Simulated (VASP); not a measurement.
Given:

```
CELL_PARAMETERS angstrom
      0.00000     2.16718     2.16718
      2.16718     0.00000     2.16718
      2.16718     2.16718     0.00000
ATOMIC_POSITIONS crystal
  Al 0.00000 0.00000 0.00000
  N  0.75000 0.75000 0.75000
```

The numbers are results of PBE GGA, VASP's PBE PAW potentials (set 64) (plane waves; VASP 6.6.1), not measurements. Settings: 400 eV cut-off, 17×17×17 Γ-centred mesh, Gaussian smearing of 0.010 eV, potentials Al N.

Task: Give the electronic dielectric tensor ε∞ (DFPT, local fields included).

Result: 
```
4.53  0.00  0.00
0.00  4.53  0.00
0.00  0.00  4.53
```

Task: Give the Born effective charges.

Result: 
```
atom   Z*xx   Z*yy   Z*zz   mean
----  -----  -----  -----  -----
Al1    2.53   2.53   2.53   2.53
N2    -2.53  -2.53  -2.53  -2.53
```

The structure comes from a computed database's AlN entry; how it stands against other phases isn't given here. The cell was not relaxed at this level. The run is one of a series of settings (EDIFF = 1E-8, LEPSILON = .TRUE., KPOINTS 17×17×17 Γ-centred mesh against the base run), some of them coarse on purpose.
